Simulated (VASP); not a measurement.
Consider the following.

```yaml
crystal:
  lattice:
    - [3.55299, 0.00000, 0.00000]
    - [-1.77649, 3.07698, 0.00000]
    - [0.00000, 0.00000, 5.81533]
  atoms:
    - { symbol: Sn, position: [0.33333, 0.66667, 0.99976] }
    - { symbol: Sn, position: [0.66667, 0.33333, 0.49976] }
    - { symbol: C, position: [0.33333, 0.66667, 0.37524] }
    - { symbol: C, position: [0.66667, 0.33333, 0.87524] }
```

Level of theory: PBEsol GGA, VASP's PBE PAW potentials (set 64) (plane waves; VASP 6.6.1). Settings: 520 eV cut-off, 7×7×4 Γ-centred mesh, Gaussian smearing of 0.050 eV, potentials Sn_d C.

### Question
Estimate the energy per atom (σ→0).

### Answer

- energy per atom (σ→0) = -596.2 kJ/mol of atoms

Only differences to runs with the same potentials and settings are physical.

The structure was generated: SnC was put into the wurtzite type (P6_3mc), which need not be its known phase. It was relaxed first. The start is the result of an earlier pass.
